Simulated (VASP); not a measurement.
Given:

```
InAs
1.0
    0.00000     2.99876     2.99876
    2.99876     0.00000     2.99876
    2.99876     2.99876     0.00000
In As
1 1
Direct
  0.00000   0.00000   0.00000
  0.25000   0.25000   0.25000
```

These are HSE06 screened hybrid, VASP's PBE PAW potentials (set 64) (plane waves; VASP) values and carry that method's errors. Settings: 520 eV cut-off, 6×6×6 Γ-centred mesh, Gaussian smearing of 0.050 eV, potentials In_d As.

Problem. Give the stress tensor in GPa (positive for a compressed cell).

Solution. 
```
3.38  0.00  0.00
0.00  3.38  0.00
0.00  0.00  3.38
```
The pressure is its mean diagonal, 3.38 GPa.

The compound is InAs in the zinc blende structure. This cell is one point of a volume scan, at 0.91 of the reference volume. The cell's shape comes from a PBE relaxation.
